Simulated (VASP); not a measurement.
Write the native input for VASP 6.6.1 that does the following.

* Task: single point
* Functional: r2SCAN
* Potentials or basis: VASP PAW PBE potentials, release 64 (Tc_pv, Se)
* Cutoff: 520 eV
* k mesh: 6 × 6 × 6
* Occupations: gaussian, width 0.05 eV
* Spin: collinear spin, ferromagnetic start
* Starting moments: [0.5, 0.0, 0.0] μB
* Fixed moment: 2 μB
* Hubbard terms: Tc d U = 7 eV
* Further INCAR settings: ALGO = Normal; EDIFF = 1e-06; NBANDS = 24

The structure of TcSe2 lies in POSCAR:

```
TcSe2
1.0
    1.9284189500      1.1133732000      5.8303367600
   -1.9284189500      1.1133732000      5.8303367600
    0.0000000000     -2.2267463900      5.8303367600
Tc Se
1 2
Direct
    0.0000000000      0.0000000000      0.0000000000
    0.2520000000      0.2520000000      0.2520000000
    0.7480000000      0.7480000000      0.7480000000
```

The cell was built by a generator and needn't be a form met in nature.

One way to write it, as run:

INCAR

```
SYSTEM = TcSe2
PREC = Accurate ; ENCUT = 520
EDIFF = 1E-6 ; ISMEAR = 0
SIGMA = 0.05 ; LREAL = .False.
LASPH = .True. ; NELM = 80
ALGO = Normal ; ISIF = 2
LWAVE = .False. ; LCHARG = .False.
ISPIN = 2 ; MAGMOM = 0.5 0 0
LORBIT = 11 ; NUPDOWN = 2
LMAXMIX = 4 ; LDAU = .True.
LDAUTYPE = 2 ; LDAUL = 2 -1
LDAUU = 7 0 ; LDAUJ = 0 0
LDAUPRINT = 1 ; METAGGA = R2SCAN
LMIXTAU = .True. ; NBANDS = 24
```

KPOINTS

```
regular mesh
0
Gamma
  6 6 6
  0 0 0
```

Potentials or basis: VASP PAW PBE potentials, release 64 (Tc_pv, Se).

Launch:

```console
$ cat potpaw_PBE.64/Tc_pv/POTCAR potpaw_PBE.64/Se/POTCAR > POTCAR
$ mpirun -np 1 vasp_std > vasp.out
```

Results of the run:

```json
{"Pressure": "-2.7 GPa", "Largest force": "0.145 eV/Å", "Net moment": "2.00 μB per cell", "Site moments": "Tc +3.11; Se -0.37 μB", "Valence electrons inside the program's atomic spheres": "Tc 11.51; Se 3.83"}
```

Caveat: the moment is held away from its start; the PAW data sets were made with another functional, which shifts forces and pressure a little; the total moment is fixed, so each spin has its own Fermi level.

Wall time 15 min on 1 thread of Intel(R) Xeon(R) Platinum 8559C (Emerald Rapids), with other jobs on the host, peak memory 0.49 GiB.
